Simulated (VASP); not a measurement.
Consider the following.

```yaml
crystal:
  lattice:
    - [3.85400, 0.00000, 0.00000]
    - [0.00000, 3.85400, 0.00000]
    - [0.00000, 0.00000, 3.85400]
  atoms:
    - { symbol: Al, position: [0.00000, 0.00000, 0.00000] }
    - { symbol: Pt, position: [0.00000, 0.50000, 0.50000] }
    - { symbol: Pt, position: [0.50000, 0.00000, 0.50000] }
    - { symbol: Pt, position: [0.50000, 0.50000, 0.00000] }
```

Level of theory: LDA (Ceperley-Alder, Perdew-Zunger), VASP's LDA PAW potentials (set 64) (plane waves; VASP 6.6.1). Numerical set-up: 400 eV cut-off, 9×9×9 Γ-centred mesh, tetrahedra with Blöchl corrections, potentials Al Pt.

The cores are frozen, which limits the accuracy of field gradients.

Problem. Give the principal components of the electric field gradient (V/Å²) and the asymmetry η at each nucleus.

Solution. 
```
atom   Vxx   Vyy     Vzz     η
----  ----  ----  ------  ----
Al1    0.0   0.0     0.0     -
Pt2   67.5  67.5  -134.9  0.00
Pt3   67.5  67.5  -134.9  0.00
Pt4   67.5  67.5  -134.9  0.00
```

The structure comes from a computed database's AlPt3 entry (Pm-3m); how it stands against other phases isn't given here. It was relaxed first.
